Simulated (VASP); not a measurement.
# SnO2: energy against strain

SnO2 (rutile, P4_2/mnm, 11.912 Å³/atom and stress up to 0.17 GPa in the relaxed cell, c along z) under an equal strain ε along x and y, with z held. LDA in VASP (plane waves, PAW), 600 eV, 8×8×10 Γ-centred mesh, Gaussian smearing 0.05 eV; ions are relaxed, or left where forces stay under 0.02 eV/Å, within the symmetry of each cell.

Here s stands for strain and y for E less E0.

```
strain (%)  E less E0 (meV/atom)
----------  --------------------
-1.50                       8.06
-1.00                       3.64
-0.50                       0.99
0.00                        0.00
0.50                        0.60
1.00                        2.71
1.50                        6.27
3.00                           ?
```

**Question.** Fit y against s with a parabola, and predict the withheld value at s = 3.00.

**Answer.** Least squares gives y = -0.003 - 0.5443·s + 3.1848·s². Residuals (row less fit): 0.081, -0.086, -0.075, 0.003, 0.079, 0.072, -0.076; standard error 0.096 (degrees of freedom: 4). Twice the quadratic coefficient over the volume, 2 × 3.1848 meV × 10⁴ × 0.1602 / 11.912 Å³, is the elastic constants 2(C11 + C12) = 857 ± 11 GPa (± standard error of the fit, which holds the terms cut off). At the withheld row, y = -0.003 - 0.5443 × 3.0 + 3.1848 × 3.0² = 27.027 meV/atom. The calculation gives 24.74 meV/atom, 2.287 meV/atom below the prediction (9.2 % of the range of y in the table). The row lies outside the fitted rows, so this is an extrapolation. From the scatter of the fitted rows alone, a prediction at this place has a standard error of 0.367 meV/atom, so the miss is 6.2 times that.

A polynomial of degree 3 through the 12 other runs of the series gives 24.73 there, so most of the miss is curvature that the fit leaves out. Rows are the converged runs of the series near zero and its far end; series whose fitted rows scatter by over a few per cent of the range, as at a crossing or softening among them, aren't shown in this form, nor equations of state whose B0' disagrees with the runs' pressures. Most that stay on the fit to the last digits aren't either.
